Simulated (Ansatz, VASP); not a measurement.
**NbRu: VASP beside Ansatz**

The input INCAR:

```
SYSTEM = NbRu
PREC = Accurate ; ENCUT = 600
EDIFF = 1E-7 ; ISMEAR = 0
SIGMA = 0.1 ; LREAL = .FALSE.
LASPH = .TRUE. ; NELM = 80
ALGO = Fast ; ISIF = 3
LWAVE = .FALSE. ; LCHARG = .FALSE.
GGA = CA ; IBRION = 2
NSW = 100 ; EDIFFG = -0.005
```

KPOINTS

```
Automatic mesh
0
G
  14 14 12
  0 0 0
```

POSCAR

```
NbRu
1.0
    3.0000000000      0.0000000000      0.0000000000
    0.0000000000      3.0000000000      0.0000000000
    0.0000000000      0.0000000000      3.3800000000
Nb Ru
1 1
Direct
    0.0000000000      0.0000000000      0.0000000000
    0.5000000000      0.5000000000      0.5000000000
```

Input for Ansatz:

```yaml
crystal:
  lattice:
    - [3.0, 0.0, 0.0]
    - [0.0, 3.0, 0.0]
    - [0.0, 0.0, 3.38]
  atoms:
    - { symbol: Nb, position: [0.0, 0.0, 0.0] }
    - { symbol: Ru, position: [0.5, 0.5, 0.5] }
basis:
  ecutwfc: 420
kpoints:
  mp_grid: { grid: [14, 14, 12] }
hamiltonian:
  xc: lda
scf:
  occupations: { method: gaussian, width: 0.1 }
output:
  forces: true
  stress: true
  eigenvalues: true
relax:
  adjacent_minimum: "off"
  f_tol: 0.005
  max_steps: 80
  cell: { stress_tol: 0.05 }
```

Alike in both runs: task relaxation of cell and atoms; functional LDA; k mesh 14 × 14 × 12; occupations gaussian, width 0.1 eV; no spin polarisation.

|  | VASP | Ansatz |
| --- | --- | --- |
| version | VASP 6.6.1 | Ansatz 0.2.0 |
| potentials or method | VASP PAW LDA potentials, release 64 (Nb_sv, Ru_pv) | scalar-relativistic, plane waves, PAW |
| plane-wave cutoff (eV) | 600 | 420 |
| valence electrons in the cell | 27 | 29 |

```tsv
	VASP	Ansatz	Ansatz less VASP
gap on the k mesh at the Fermi level, each at its own relaxed structure (eV)	none	none	-
relaxed volume (Å³/atom)	15.21	15.19	-0.018
relaxed cell length with the largest relative difference (Å)	3.006	3.004	-0.0015
```

A gap of «none» marks a metal or a gap that the smearing closes. The two sets of potentials don't hold the same shells in valence.
